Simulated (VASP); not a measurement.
Runs of VASP 6.6.1 on Sn. The structure is cubic, space group Fd-3m (No. 227). The conventional cell has a = 6.570 Å, b = 6.570 Å, c = 6.570 Å, α = 90.00°, β = 90.00°, γ = 90.00°. Around Sn (site symmetry -43m) lie 4 Sn at 2.84 Å. This isn't the form of Sn at room conditions, which is tetragonal (white tin).

```csv
task,level,potentials or basis,cell,k mesh,cutoff (eV),mesh quality,gap on the mesh (eV),pressure (GPa),relaxed volume (Å³/atom)
relaxation of cell and atoms,PBEsol,"VASP PAW PBE potentials, release 64 (Sn)",relaxed,12 × 12 × 12,580,not flagged,none,0.0,35.07
relaxation of cell and atoms,RPBE,"VASP PAW PBE potentials, release 64 (Sn_d)",relaxed,12 × 12 × 12,600,not flagged,none,0.0,(b)
relaxation of cell and atoms,LDA,"VASP PAW LDA potentials, release 64 (Sn_d)",relaxed,12 × 12 × 12,600,not flagged,none,0.0,33.95
single point,PBEsol,"VASP PAW PBE potentials, release 64 (Sn_d)",as given,12 × 12 × 12,520,not flagged,none,(a),-
relaxation of cell and atoms,PBEsol,"VASP PAW PBE potentials, release 64 (Sn_d)",relaxed,12 × 12 × 12,300,not flagged,none,0.0,34.63
relaxation of cell and atoms,PBEsol,"VASP PAW PBE potentials, release 64 (Sn_d)",relaxed,4 × 4 × 4,600,coarse,none,0.0,35.48
relaxation of cell and atoms,PBEsol,"VASP PAW PBE potentials, release 64 (Sn_d)",relaxed,12 × 12 × 12,600,not flagged,none,0.0,34.95
relaxation of cell and atoms,PBE+D3(BJ),"VASP PAW PBE potentials, release 64 (Sn_d)",relaxed,12 × 12 × 12,600,not flagged,none,0.0,35.48
```

Alike in all rows: no spin polarisation; smearing gaussian 0.1 eV.

Estimate the missing entries.

(a) -0.6; (b) 38.12.

Caveats: some runs use coarse meshes; the PAW data sets were made with another functional, which shifts forces and pressure a little (some runs); pairwise dispersion overbinds metals, which lowers pressure and volume (some runs).

A k mesh can miss the band edges, and the runs leave out spin-orbit coupling on Sn.

A gap of «none» marks a metal or a gap under the smearing width.

Not every run made on this cell is shown here.
